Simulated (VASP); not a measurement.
```
ZrS2
1.0
    1.80178    -3.12078     0.00000
    1.80178     3.12078     0.00000
    0.00000     0.00000     7.14647
Zr S
1 2
Direct
  0.00000   0.00000   0.00000
  0.33333   0.66667   0.19998
  0.66667   0.33333   0.80002
```

Computed with AM05 GGA, VASP's PBE PAW potentials (set 64) (plane waves; VASP). Settings: 520 eV cut-off, 7×7×3 Γ-centred mesh, Gaussian smearing of 0.050 eV, potentials Zr_sv S.

Without a dispersion term in the relaxation, distances and binding between the weakly bound layers, chains or molecules are unreliable, and so is what depends on them.

Question: The ions and cell shape at fixed volume are relaxed. Which structure does the run end with?

Answer: 
```
ZrS2
1.0
    1.81915    -3.15086     0.00000
    1.81915     3.15086     0.00000
    0.00000     0.00000     7.01066
Zr S
1 2
Cartesian
  0.00000   0.00000   7.01066
  1.81915   1.05029   1.44541
  1.81915  -1.05029   5.56525
```
Space group P-3m1 (164), at a tolerance of 0.03 Å.

Question: How much energy does the relaxation gain?

Answer: The energy (σ→0) changes by -6.2 meV/atom, in 5 ionic steps.

```csv
step,E(σ→0) (eV),max force (eV/Å),pressure (GPa),volume (Å³)
1,-21.8176,0.384,2.57,80.37
2,-21.8286,0.178,1.59,80.37
3,-21.8326,0.042,0.54,80.37
4,-21.8354,0.021,0.29,80.37
5,-21.8361,0.005,0.07,80.37
```

The compound is ZrS2 in the 1T layered structure. This cell is one point of a volume scan, at 0.97 of the reference volume. Symmetry was kept, so distortions that lower it aren't found.
